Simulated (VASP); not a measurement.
Output of a VASP run:

**OSZICAR**
```
       N       E                     dE             d eps       ncg     rms          rms(c)
DAV:   1     0.464383968356E+03    0.46438E+03   -0.22850E+04  2520   0.141E+03
DAV:   2    -0.109357059245E+00   -0.46449E+03   -0.44711E+03  2624   0.406E+02
DAV:   3    -0.448730886452E+02   -0.44764E+02   -0.43180E+02  2696   0.114E+02
DAV:   4    -0.463068965872E+02   -0.14338E+01   -0.14294E+01  2776   0.223E+01
DAV:   5    -0.463582335152E+02   -0.51337E-01   -0.51330E-01  3288   0.415E+00    0.177E+01
DAV:   6    -0.445818089565E+02    0.17764E+01   -0.10263E+01  2688   0.191E+01    0.704E+00
DAV:   7    -0.444119384384E+02    0.16987E+00   -0.80721E-01  2768   0.720E+00    0.446E+00
DAV:   8    -0.443760427499E+02    0.35896E-01   -0.24411E-01  2824   0.490E+00    0.136E+00
DAV:   9    -0.443547639672E+02    0.21279E-01   -0.96716E-02  2760   0.316E+00    0.357E-01
DAV:  10    -0.443539491960E+02    0.81477E-03   -0.65710E-03  2816   0.719E-01    0.226E-01
DAV:  11    -0.443538480037E+02    0.10119E-03   -0.20244E-03  3000   0.381E-01    0.834E-02
DAV:  12    -0.443537651936E+02    0.82810E-04   -0.40849E-04  2752   0.199E-01    0.253E-02
DAV:  13    -0.443537644815E+02    0.71211E-06   -0.32471E-05  2776   0.430E-02    0.452E-03
DAV:  14    -0.443537640758E+02    0.40565E-06   -0.11688E-06  1656   0.743E-03
   1 F= -.44353764E+02 E0= -.44352627E+02  d E =-.227514E-02
```

OUTCAR:
```
------------------------ aborting loop because EDIFF is reached ----------------------------------------
  FORCE on cell =-STRESS in cart. coord.  units (eV):
  Direction    XX          YY          ZZ          XY          YZ          ZX
  --------------------------------------------------------------------------------------
  Total       -2.8301021     -2.8301021     -2.6264737      0.0000000      0.0000000      0.0000000
  in kB      -41.2277321    -41.2277321    -38.2613598      0.0000000      0.0000000      0.0000000
  external PRESSURE =     -40.2389413 kB  Pullay stress =       0.0000000 kB
  volume of cell :      109.98
      direct lattice vectors                 reciprocal lattice vectors
     3.981620000  0.000000000  0.000000000     0.251154053  0.000000000  0.000000000
     0.000000000  3.981620000  0.000000000     0.000000000  0.251154053  0.000000000
     0.000000000  0.000000000  6.937510000     0.000000000  0.000000000  0.144143936
 POSITION                                       TOTAL-FORCE (eV/Angst)
 -----------------------------------------------------------------------------------
      0.00000      0.00000      3.46875         0.000000     -0.000000      0.000000
      1.99081      1.99081      0.00000         0.000000     -0.000000      0.000000
      0.00000      0.00000      0.00000         0.000000     -0.000000      0.000000
      1.99081      0.00000      4.88949         0.000000     -0.000000      0.015586
      1.99081      0.00000      2.04802         0.000000      0.000000     -0.015586
      0.00000      1.99081      4.88949         0.000000     -0.000000      0.015586
      0.00000      1.99081      2.04802         0.000000     -0.000000     -0.015586
 -----------------------------------------------------------------------------------
    total drift:                                0.000000     -0.000000     -0.000000
  FREE ENERGIE OF THE ION-ELECTRON SYSTEM (eV)
  ---------------------------------------------------
  free  energy   TOTEN  =       -44.3537640758 eV

  energy  without entropy=      -44.3514889393  energy(sigma->0) =      -44.35262651
```
(Selected blocks of OUTCAR.)

POSCAR:
```
SiSnPd5
1
    3.9816200000     0.0000000000     0.0000000000
    0.0000000000     3.9816200000     0.0000000000
    0.0000000000     0.0000000000     6.9375100000
Si Sn Pd
1 1 5
Direct
  0.0000000000   0.0000000000   0.5000000000
  0.5000000000   0.5000000000   0.0000000000
  0.0000000000   0.0000000000   0.0000000000
  0.5000000000   0.0000000000   0.7047900000
  0.5000000000   0.0000000000   0.2952100000
  0.0000000000   0.5000000000   0.7047900000
  0.0000000000   0.5000000000   0.2952100000
```

Q: Reconstruct the remaining input files.

A: Several could match; the one computed here: the input of the run itself, PBEsol GGA, plane waves, VASP's PBE PAW potentials (set 64).

### INCAR
```
ALGO = Normal
EDIFF = 1E-6
ENCUT = 300
GGA = PS
ISIF = 2
ISMEAR = 0
LASPH = .True.
LCHARG = .False.
LMAXMIX = 4
LREAL = .False.
LWAVE = .False.
NELM = 100
PREC = Accurate
SIGMA = 0.05
SYSTEM = SiSnPd5
```

File KPOINTS:
```
Automatic mesh
0
Gamma
7 7 4
0 0 0
```

POTCAR, in this order: Si Sn_d Pd (PBE.64 set). Program: vasp_std.

At this cut-off the stress carries a Pulay error, which pulls relaxed volumes low.

The structure comes from a computed database's SiSnPd5 entry (P4/mmm); how it stands against other phases isn't given here. The cell was not relaxed at this level.
